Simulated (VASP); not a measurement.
# A VASP study of Cr (Chromium) (PBE + D3(BJ)): structure first, properties next, part 2 of 5

Wanted: the relaxed cell of Cr (Chromium) and its properties. The start is a cell from a database of measured crystal structures.

VASP 6.6.1, plane waves and PAW; the level of theory is named at each step.

So far. Step 2 (Magnetic order: ferromagnetic): The moments fall under 0.1 μB, and the mesh shows no gap. Step 3 (Magnetic order: antiferromagnetic, q = (0, 0, 1/2)): The energy lies -4.6 meV an atom from the first pattern, a difference of sampling, since both runs hold the same state. The moments fall under 0.1 μB, and the mesh shows no gap.

## 4. Magnetic order: antiferromagnetic, q = (1/2, 1/2, 1/2)

Level of this step: PBE with D3(BJ), spin-polarised from an antiferromagnetic start; plane waves and PAW (Cr_pv) (VASP).

Next, a pattern with opposite moments, which needs a doubled cell; q is given in the reciprocal vectors of the primitive cell.

INCAR

```
SYSTEM = Cr
PREC = Accurate
ENCUT = 400
EDIFF = 1E-06
NELM = 100
ISMEAR = 1
SIGMA = 0.2
LREAL = .FALSE.
ALGO = Normal
GGA = PE
IVDW = 12
NBANDS = 19
ISPIN = 2
MAGMOM = 3 -3
LASPH = .TRUE.
LMAXMIX = 4
LORBIT = 11
LWAVE = .FALSE.
LCHARG = .FALSE.
KPAR = 4
ISIF = 2
```

POSCAR

```
Cr
1.0
   -2.8839000000      2.8839000000      2.8839000000
    0.0000000000      0.0000000000      2.8839000000
    0.0000000000      2.8839000000      0.0000000000
Cr
2
Direct
    0.0000000000      0.0000000000      0.0000000000
    0.5000000000      0.0000000000      0.0000000000
```

KPOINTS

```
Automatic mesh
0
Gamma
11 11 11
0 0 0
```

PAW data sets: Cr_pv (PBE family, release 64).

Launch:

```
> mpirun -np 4 vasp_std
```

The log of the run:

```text
[... set-up lines as in an earlier step ...]
 entering main loop
       N       E                     dE             d eps       ncg     rms          rms(c)
DAV:   1     0.206475339306E+03    0.20648E+03   -0.12209E+04  4312   0.129E+03
DAV:   2    -0.144407884243E+02   -0.22092E+03   -0.21615E+03  4307   0.395E+02
DAV:   3    -0.211454575348E+02   -0.67047E+01   -0.66361E+01  4553   0.831E+01
DAV:   4    -0.212493308783E+02   -0.10387E+00   -0.10370E+00  5713   0.939E+00
DAV:   5    -0.212510655006E+02   -0.17346E-02   -0.17225E-02  4727   0.113E+00    0.205E+01
DAV:   6    -0.188868658484E+02    0.23642E+01   -0.12914E+01  4412   0.411E+01    0.783E+00
DAV:   7    -0.190535337582E+02   -0.16667E+00   -0.67417E-01  4520   0.848E+00    0.459E+00
DAV:   8    -0.190639308832E+02   -0.10397E-01   -0.19357E-02  5865   0.175E+00    0.102E+00
DAV:   9    -0.190557331649E+02    0.81977E-02   -0.10183E-02  4521   0.116E+00    0.426E-01
DAV:  10    -0.190560790068E+02   -0.34584E-03   -0.30675E-03  4736   0.445E-01    0.109E-01
DAV:  11    -0.190561048619E+02   -0.25855E-04   -0.14069E-04  6515   0.837E-02    0.549E-02
DAV:  12    -0.190561076242E+02   -0.27624E-05   -0.80407E-05  4862   0.603E-02    0.111E-02
DAV:  13    -0.190561095806E+02   -0.19564E-05   -0.22339E-06  4306   0.128E-02    0.444E-03
DAV:  14    -0.190561097757E+02   -0.19507E-06   -0.45165E-07  2497   0.423E-03
   1 F= -.20008400E+02 E0= -.20009823E+02  d E =0.426708E-02  mag=    -0.0000
```

The job ended after 15 s (4 MPI ranks of AMD EPYC 7R43, shared host; peak memory 0.57 GiB; 56 s of CPU time).

From OUTCAR (step 4):

```text
  LATTYP: Found a simple cubic cell.
 ALAT       =     2.8839000000

The static configuration has the point symmetry O_h .

 Found     56 irreducible k-points:

   k-points           NKPTS =     56   k-points in BZ     NKDIM =     56   number of bands    NBANDS=     19

   dimension x,y,z NGX =    36 NGY =   20 NGZ =   20
   dimension x,y,z NGXF=    72 NGYF=   40 NGZF=   40

   ENCUT  =  400.0 eV  29.40 Ry    5.42 a.u.   8.15  4.70  4.70*2*pi/ulx,y,z

   NELECT =      24.0000    total number of electrons

 E-fermi :  10.4173

 spin component 1
 k-point     1 :       0.0000    0.0000    0.0000
  band No.  band energies     occupation
    ...
      8       6.3935      1.00000
      9       6.3935      1.00000
     10       9.5711      1.00000
     11       9.5711      1.00000
     12       9.5712      1.00000
     13      11.6845     -0.00000
     14      11.6845     -0.00000
     15      13.0226     -0.00000
     16      13.0226     -0.00000
     17      13.0226     -0.00000
    ...

 k-point     2 :       0.0909    0.0000    0.0000
  band No.  band energies     occupation
    ...
      8       6.4827      1.00000
      9       6.4887      1.00000
     10       9.5587      1.00000
     11       9.5587      1.00000
     12       9.6257      1.00000
     13      11.5647     -0.00000
     14      11.7298     -0.00000
     15      12.8015     -0.00000
     16      12.8015     -0.00000
     17      12.9557     -0.00000
    ...

 k-point     3 :       0.1818    0.0000    0.0000
  band No.  band energies     occupation
    ...
      8       6.7385      1.00000
      9       6.7456      1.00000
     10       9.5313      1.00000
     11       9.5313      1.00000
     12       9.7821      1.00003
     13      11.2187     -0.00000
     14      11.8559     -0.00000
     15      12.2675     -0.00000
     16      12.2675     -0.00000
     17      12.7644     -0.00000
    ...

 k-point     4 :       0.2727    0.0000    0.0000
  band No.  band energies     occupation
    ...
      8       7.0282      1.00000
      9       7.1667      1.00000
     10       9.5178      1.00000
     11       9.5179      1.00000
     12      10.0227      1.00871
     13      10.6872     -0.03345
     14      11.6469     -0.00000
     15      11.6469     -0.00000
     16      12.0371     -0.00000
     17      12.4781     -0.00000
    ...

 Edisp (eV)   -0.95229

  Total      -1.71088    -1.71088    -1.71088    -0.00000    -0.00000     0.00000
  in kB    -114.28533  -114.28533  -114.28533    -0.00000    -0.00000     0.00000
  external pressure =     -114.29 kB  Pullay stress =        0.00 kB

  energy-cutoff  :      400.00
  volume of cell :       23.99
      direct lattice vectors                 reciprocal lattice vectors
    -2.883900000  2.883900000  2.883900000    -0.346752661  0.000000000  0.000000000
     0.000000000  0.000000000  2.883900000     0.346752661  0.000000000  0.346752661
     0.000000000  2.883900000  0.000000000     0.346752661  0.346752661  0.000000000

 POSITION                                       TOTAL-FORCE (eV/Angst)
 -----------------------------------------------------------------------------------
      0.00000      0.00000      0.00000         0.000000     -0.000000      0.000000
     -1.44195      1.44195      1.44195        -0.000000      0.000000     -0.000000
 -----------------------------------------------------------------------------------
    total drift:                               -0.000000     -0.000000      0.000000

  FREE ENERGIE OF THE ION-ELECTRON SYSTEM (eV)
  ---------------------------------------------------
  free  energy   TOTEN  =       -20.0084002569 eV

  energy  without entropy=      -20.0126673335  energy(sigma->0) =      -20.00982262

 total charge
# of ion       s       p       d       tot
------------------------------------------
    1        0.427   6.380   4.176  10.983
    2        0.427   6.380   4.176  10.983
--------------------------------------------------
tot          0.853  12.761   8.351  21.965

 magnetization (x)
# of ion       s       p       d       tot
------------------------------------------
    1        0.016   0.010   1.214   1.239
    2       -0.016  -0.010  -1.214  -1.239
--------------------------------------------------
tot          0.000   0.000   0.000   0.000

[... 1 part as in an earlier step ...]

[... 6 further parts left out ...]
```

At this level the cell is under a tension of 11.4 GPa, so at these settings it is away from equilibrium.

This step gave:

* SCF cycles: 14
* irreducible k-points: 56
* symmetry operations: 48
* free energy (TOTEN): -20.01 eV
* energy at zero smearing: -20.01 eV
* Fermi energy: 10.42 eV
* pressure: -11.43 GPa

Spin moment in the PAW sphere by atom:

```
atom  spin moment in the PAW sphere (μB)
 Cr1                                1.24
 Cr2                               -1.24
```

The energy lies -39.4 meV an atom from the first pattern. The run ends antiferromagnetic with a largest moment of 1.24 μB, and the mesh shows no gap.

## 5. The orders side by side

This step: collinear orders at PBE; plane waves and PAW (VASP 6.6.1).

No new run; the numbers come from the runs before.

Patterns, by row:

```csv
start,atoms,energy less that of the first (meV/atom),largest site moment (μB),end state
ferromagnetic,1,0,0,non-magnetic
"antiferromagnetic, q = (0, 0, 1/2)",2,-4.6,0,non-magnetic
"antiferromagnetic, q = (1/2, 1/2, 1/2)",2,-39.4,1.24,antiferromagnetic
```

The session goes on in the lowest magnetic state found: antiferromagnetic, q = (1/2, 1/2, 1/2). Runs that ended non-magnetic differ by up to 4.6 meV an atom among themselves, which is the error from the unlike meshes of the cells.

## 6. First try

This step: PBE with D3(BJ), spin-polarised from an antiferromagnetic start; plane waves and PAW (Cr_pv) (VASP 6.6.1).

This run is made with a changed input; what comes of it follows.

Edit INCAR of step 4 so:

```diff
@@ -4,3 +4,3 @@
 EDIFF = 1E-06
-NELM = 100
+NELM = 79
 ISMEAR = 1
@@ -13,3 +13,3 @@
 ISPIN = 2
-MAGMOM = 3 -3
+MAGMOM = 1.24 -1.24
 LASPH = .TRUE.
@@ -20,2 +20,5 @@
 KPAR = 4
-ISIF = 2
+IBRION = 2
+NSW = 2
+ISIF = 3
+EDIFFG = -0.01
```

POSCAR is that of step 4.

KPOINTS

```
Automatic mesh
0
Gamma
9 9 9
0 0 0
```

Launch:

```
> mpirun -np 4 vasp_std
```

The log of the run:

```text
[... set-up lines as in an earlier step ...]
 entering main loop
       N       E                     dE             d eps       ncg     rms          rms(c)
DAV:   1     0.208966104538E+03    0.20897E+03   -0.12086E+04  2684   0.129E+03
DAV:   2    -0.150483262294E+02   -0.22401E+03   -0.21911E+03  2696   0.398E+02
DAV:   3    -0.221628020806E+02   -0.71145E+01   -0.70319E+01  2818   0.854E+01
DAV:   4    -0.222746086905E+02   -0.11181E+00   -0.11158E+00  3626   0.966E+00
[...]
DAV:  14    -0.190492623089E+02    0.66704E-05   -0.11594E-04  2980   0.917E-02    0.164E-02
DAV:  15    -0.190492640081E+02   -0.16993E-05   -0.34681E-05  3082   0.418E-02    0.480E-03
DAV:  16    -0.190492649171E+02   -0.90899E-06   -0.83247E-06  2412   0.167E-02
   1 F= -.20001555E+02 E0= -.20001744E+02  d E =-.200016E+02  mag=     0.0000
[...]
N       E                     dE             d eps       ncg     rms          rms(c)
DAV:   1    -0.247242499131E+02   -0.56750E+01   -0.11309E+02  2672   0.135E+02    0.254E+01
DAV:   2    -0.190142718015E+02    0.57100E+01   -0.23630E+01  2666   0.576E+01    0.661E+00
DAV:   3    -0.189393291965E+02    0.74943E-01   -0.35716E-01  2834   0.592E+00    0.424E+00
DAV:   4    -0.189054678696E+02    0.33861E-01   -0.24979E-02  2776   0.191E+00    0.265E+00
[...]
DAV:  15    -0.188945799347E+02   -0.11402E-05   -0.24761E-04  3275   0.110E-01    0.110E-02
DAV:  16    -0.188945793613E+02    0.57338E-06   -0.24081E-05  2814   0.405E-02    0.259E-03
DAV:  17    -0.188945790997E+02    0.26169E-06   -0.27208E-06  1414   0.198E-02
   2 F= -.19981408E+02 E0= -.19980528E+02  d E =0.201478E-01  mag=    -0.0000
 trial-energy change:    0.020148  1 .order    0.040552   -0.214417    0.295521
 step:   0.4804(harm=  0.4205)  dis= 0.00000  next Energy=   -20.055321 (dE=-0.538E-01)
```

Elapsed: 27 s, on 4 MPI ranks; peak memory 0.54 GiB; 1.7 min of CPU time.

From OUTCAR (step 6):

```text
 Edisp (eV)   -0.95229

 spin component 1
 k-point     1 :       0.0000    0.0000    0.0000
  band No.  band energies     occupation
    ...
      8       7.4151      1.00000
      9       7.4151      1.00000
     10      11.2877      1.00000
     11      11.2877      1.00000
     12      11.2877      1.00000
     13      13.6059     -0.00000
     14      13.6059     -0.00000
     15      15.1192     -0.00000
     16      15.1192     -0.00000
     17      15.1192     -0.00000
    ...

 k-point     2 :       0.1111    0.0000    0.0000
  band No.  band energies     occupation
    ...
      8       7.5698      1.00000
      9       7.5989      1.00000
     10      11.2739      1.00000
     11      11.2739      1.00000
     12      11.3897      1.00000
     13      13.3825     -0.00000
     14      13.6901     -0.00000
     15      14.7312     -0.00000
     16      14.7312     -0.00000
     17      14.9902     -0.00000
    ...

 Edisp (eV)   -1.08683

  Total       2.37246     2.37246     2.37246     0.00000     0.00000     0.00000
  in kB     179.97842   179.97842   179.97842     0.00000     0.00000     0.00000
  external pressure =      179.98 kB  Pullay stress =        0.00 kB

 POSITION                                       TOTAL-FORCE (eV/Angst)
 -----------------------------------------------------------------------------------
     -2.76416      5.52831      2.76416         0.000000     -0.000000      0.000000
     -1.38208      1.38208      4.14624        -0.000000      0.000000     -0.000000
 -----------------------------------------------------------------------------------
    total drift:                               -0.000000      0.000000      0.000000

  FREE ENERGIE OF THE ION-ELECTRON SYSTEM (eV)
  ---------------------------------------------------
  free  energy   TOTEN  =       -19.9814076420 eV

  energy  without entropy=      -19.9787674166  energy(sigma->0) =      -19.98052757

 magnetization (x)
# of ion       s       p       d       tot
------------------------------------------
    1        0.004   0.001   0.360   0.366
    2       -0.004  -0.001  -0.360  -0.366
--------------------------------------------------
tot          0.000   0.000   0.000   0.000

[... 5 parts as in an earlier step ...]

[... 14 further parts left out ...]
[key lines of the parts left out:]
E-fermi :  12.3232
```

The relaxation used up its NSW steps before forces and stress met EDIFFG.

The fault in the input: too few ionic steps (NSW = "2"). Raise NSW.

## 7. Full relaxation (PBE + D3(BJ))

Properties are meant for the cell that this level of theory prefers, so cell and atoms are relaxed first (ISIF = 3) until forces and stress are small; EDIFFG sets the threshold.

Edit INCAR of step 6 so:

```diff
@@ -4,3 +4,3 @@
 EDIFF = 1E-06
-NELM = 79
+NELM = 100
 ISMEAR = 1
@@ -21,3 +21,3 @@
 IBRION = 2
-NSW = 2
+NSW = 60
 ISIF = 3
```

POSCAR is that of step 6.

KPOINTS is that of step 6.

Launch:

```
> mpirun -np 4 vasp_std
```

The log of the run:

```text
[... set-up lines as in an earlier step ...]
 entering main loop
       N       E                     dE             d eps       ncg     rms          rms(c)
[... 16 cycles as in an earlier step ...]
   1 F= -.20001555E+02 E0= -.20001744E+02  d E =-.200016E+02  mag=     0.0000
 curvature:   0.00 expect dE= 0.000E+00 dE for cont linesearch  0.000E+00
 trial: gam= 0.00000 g(F)=  0.224E-59 g(S)=  0.214E+00 ort = 0.000E+00 (trialstep = 0.100E+01)
 search vector abs. value=  0.214E+00
 bond charge predicted
       N       E                     dE             d eps       ncg     rms          rms(c)
[... 17 cycles as in an earlier step ...]
   2 F= -.19981408E+02 E0= -.19980528E+02  d E =0.201478E-01  mag=    -0.0000
[...]
3 F= -.20057026E+02 E0= -.20057985E+02  d E =-.554703E-01  mag=    -0.0000
[...]
4 F= -.20057024E+02 E0= -.20057978E+02  d E =-.554690E-01  mag=     0.0000
[...]
5 F= -.20056937E+02 E0= -.20057905E+02  d E =0.875332E-04  mag=    -0.0000
 trial-energy change:    0.000088  1 .order    0.000050   -0.000133    0.000232
 step:   0.2224(harm=  0.3267)  dis= 0.00000  next Energy=   -20.057040 (dE=-0.159E-04)
 bond charge predicted
       N       E                     dE             d eps       ncg     rms          rms(c)
DAV:   1    -0.190442403143E+02    0.36326E-03   -0.36533E-02  2672   0.254E+00    0.383E-01
DAV:   2    -0.190423850196E+02    0.18553E-02   -0.92688E-03  2672   0.106E+00    0.109E-01
DAV:   3    -0.190423684662E+02    0.16553E-04   -0.10826E-04  2768   0.121E-01    0.605E-02
DAV:   4    -0.190423663872E+02    0.20789E-05   -0.44381E-06  2862   0.243E-02    0.286E-02
DAV:   5    -0.190423781602E+02   -0.11773E-04   -0.11750E-05  2804   0.348E-02    0.416E-03
DAV:   6    -0.190423775487E+02    0.61148E-06   -0.87509E-07  1492   0.836E-03
   6 F= -.20057034E+02 E0= -.20057993E+02  d E =-.100152E-04  mag=     0.0000
 curvature:  -0.16 expect dE=-0.276E-05 dE for cont linesearch -0.276E-05
 trial: gam= 0.00000 g(F)=  0.548E-59 g(S)=  0.175E-04 ort =-0.508E-04 (trialstep = 0.763E+00)
 search vector abs. value=  0.175E-04
 reached required accuracy - stopping structural energy minimisation
```

The job ended after 50 s (4 MPI ranks; peak memory 0.58 GiB; 3.3 min of CPU time).

OUTCAR, selected parts (step 7):

```text
   NELECT =      24.0000    total number of electrons

 Edisp (eV)   -1.01233

 E-fermi :  11.3123

 spin component 1
 k-point     1 :       0.0000    0.0000    0.0000
  band No.  band energies     occupation
    ...
      8       6.8763      1.00000
      9       6.8763      1.00000
     10      10.3787      1.00000
     11      10.3787      1.00000
     12      10.3787      1.00000
     13      12.5694     -0.00000
     14      12.5694     -0.00000
     15      13.9802     -0.00000
     16      13.9802     -0.00000
     17      13.9802     -0.00000
    ...

 k-point     2 :       0.1111    0.0000    0.0000
  band No.  band energies     occupation
    ...
      8       7.0197      1.00000
      9       7.0359      1.00000
     10      10.3632      1.00000
     11      10.3632      1.00000
     12      10.4699      1.00000
     13      12.3705     -0.00000
     14      12.6445     -0.00000
     15      13.6279     -0.00000
     16      13.6279     -0.00000
     17      13.8668     -0.00000
    ...

 Edisp (eV)   -1.01466

  Total      -0.01554    -0.01554    -0.01554     0.00000     0.00000    -0.00000
  in kB      -1.10342    -1.10342    -1.10342     0.00000     0.00000    -0.00000
  external pressure =       -1.10 kB  Pullay stress =        0.00 kB

 POSITION                                       TOTAL-FORCE (eV/Angst)
 -----------------------------------------------------------------------------------
     -2.82591      2.82591      2.82591         0.000000      0.000000      0.000000
     -1.41295      1.41295      4.23886        -0.000000     -0.000000     -0.000000
 -----------------------------------------------------------------------------------
    total drift:                               -0.000000     -0.000000      0.000000

  FREE ENERGIE OF THE ION-ELECTRON SYSTEM (eV)
  ---------------------------------------------------
  free  energy   TOTEN  =       -20.0570344612 eV

  energy  without entropy=      -20.0599102351  energy(sigma->0) =      -20.05799305

 reached required accuracy - stopping structural energy minimisation

 magnetization (x)
# of ion       s       p       d       tot
------------------------------------------
    1        0.011   0.005   0.855   0.871
    2       -0.011  -0.005  -0.855  -0.871
--------------------------------------------------
tot          0.000   0.000   0.000   0.000

[... 7 parts as in an earlier step ...]

[... 10 further parts left out ...]
```

CONTCAR:

```
Cr
   1.00000000000000
    -2.8259092798373127    2.8259092798373127    2.8259092798373127
    -0.0000000000000000   -0.0000000000000000    2.8259092798373127
    -0.0000000000000000    2.8259092798373127   -0.0000000000000000
  Cr
     2
Direct
     1.0000000000000000    0.0000000000000000    0.0000000000000000
     0.5000000000000000    1.0000000000000000    0.0000000000000000
```

The magnetic order is the lowest of the few collinear ones tried above; longer or canted patterns were not tried. The cell is doubled for it, so bands and modes from the zone boundary of the chemical cell fold onto Γ and the labels are those of the larger cell. The run keeps the 48 symmetry operations of its start, so it cannot find a distortion of lower symmetry.

Relaxation path:

| step | energy less that of the first step (eV) | largest force (eV/Å) | pressure (GPa) | volume (Å³) |
| --- | --- | --- | --- | --- |
| 1 | 0.0000 | 0.0000 | -11.50 | 23.99 |
| 2 | 0.0201 | 0.0000 | 18.00 | 21.12 |
| 3 | -0.0555 | 0.0000 | -0.15 | 22.58 |
| 4 | -0.0555 | 0.0000 | 0.32 | 22.55 |
| 5 | -0.0554 | 0.0000 | -0.56 | 22.62 |
| 6 | -0.0555 | 0.0000 | -0.11 | 22.57 |

| cell as run | before | after | change |
| --- | --- | --- | --- |
| a (Å) | 4.995 | 4.895 | -2.0 % |
| b (Å) | 2.884 | 2.826 | -2.0 % |
| c (Å) | 2.884 | 2.826 | -2.0 % |
| volume (Å³/atom) | 11.99 | 11.28 | -5.9 % |

Final coordinates:

```xyz
2
Lattice="-2.8259 2.8259 2.8259 0.0000 0.0000 2.8259 0.0000 2.8259 0.0000" Properties=species:S:1:pos:R:3 pbc="T T T"
Cr    0.0000    0.0000    0.0000
Cr   -1.4130    1.4130    1.4130
```

This step gave:

```yaml
irreducible_k_points: 35
free_energy_toten: -20.06 eV
energy_at_zero_smearing: -20.06 eV
fermi_energy: 11.31 eV
pressure: -0.1103 GPa
scf_cycles_over_all_ionic_steps: 63
```

Spin moment in the PAW sphere by atom:

```
atom  spin moment in the PAW sphere (μB)
 Cr1                               0.871
 Cr2                              -0.871
```

It ends with forces that vanish by symmetry and a pressure of -0.11 GPa.

(Part 2 of 5 ends here.)

[Lines on the potential files, build, host, timing and source positions are cut from VASP's logs without a mark.]

[Logs are printed without paths, hosts, clocks, repeated set-up lines and the standing remarks that a program may print on its own settings, such as how far it seeks lower states.]

[Hosts, paths, dates, database ids (printed as entryN), source tags and the programs' standing remarks are cut or masked in the printed files.]

[Measured values are set beside computed ones only where the two were judged alike; some that the calculation misses by far are left out.]

[In band tables of VASP the shares of atoms and orbitals are scaled to a sum of 1 inside the atoms' spheres.]
